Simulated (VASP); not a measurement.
The system is Tl2Ga.

```
Tl Ga
1.0
     2.27130    1.31133    3.17519
    -2.27130    1.31133    3.17519
     0.00000   -2.62267    3.17519
Tl Ga
2 1
Direct
  0.35437 0.35437 0.35437
  0.64563 0.64563 0.64563
  0.50000 0.50000 0.50000
```

The cell was built by a generator and needn't be a form met in nature.

* Program: VASP 6.6.1
* Task: relaxation of the atoms
* Functional: LDA
* Potentials or basis: VASP PAW LDA potentials, release 64 (Tl_d, Ga_d)
* Cutoff: 520 eV
* k mesh: 7 × 7 × 7
* Occupations: methfessel-paxton, width 0.1 eV
* Spin: no spin polarisation

At the start: pressure 303.2 GPa; volume 18.91 Å³/atom.

**Question.** Where does the relaxation end?

**Answer.** Over 27 steps the energy falls by 21398.1 meV/atom; space group R-3m (No. 166, to 0.05 Å).

The path:
```tsv
step	energy change (eV)	largest force (eV/Å)	pressure (GPa)
1	0.0000	101.9992	303.23
2	-62.6710	0.0462	41.06
3	-62.6713	0.0572	41.05
4	-62.7151	0.2882	40.89
5	-55.5132	33.0988	88.94
6	-64.1860	0.3093	31.55
7	-64.1944	0.0351	31.55
8	-64.1894	0.2473	31.66
9	-64.1894	0.2465	31.66
10	-64.1894	0.2451	31.66
11	-64.1894	0.2455	31.66
12	-64.1894	0.2458	31.66
13	-64.1894	0.2459	31.66
14	-64.1894	0.2459	31.66
15	-64.1894	0.2458	31.66
16	-64.1894	0.2455	31.66
17	-64.1894	0.2448	31.66
18	-64.1894	0.2453	31.66
19	-64.1895	0.2446	31.66
20	-64.1895	0.2430	31.66
21	-64.1896	0.2416	31.65
22	-64.1897	0.2383	31.66
23	-64.1900	0.2304	31.65
24	-64.1905	0.2166	31.65
25	-64.1915	0.1879	31.62
26	-64.1930	0.1310	31.59
27	-64.1944	0.0193	31.56
```

Final structure:
```
Tl Ga
1.0
     2.27130    1.31133    3.17519
    -2.27130    1.31133    3.17519
     0.00000   -2.62267    3.17519
Tl Ga
2 1
Cartesian
  0.0000 0.0000 2.1992
  0.0000 0.0000 7.3264
  0.0000 0.0000 4.7628
```

Caveat: a pressure of tens of GPa on the cell as given is suspect, and the run, the potentials or the cell itself is likely at fault.
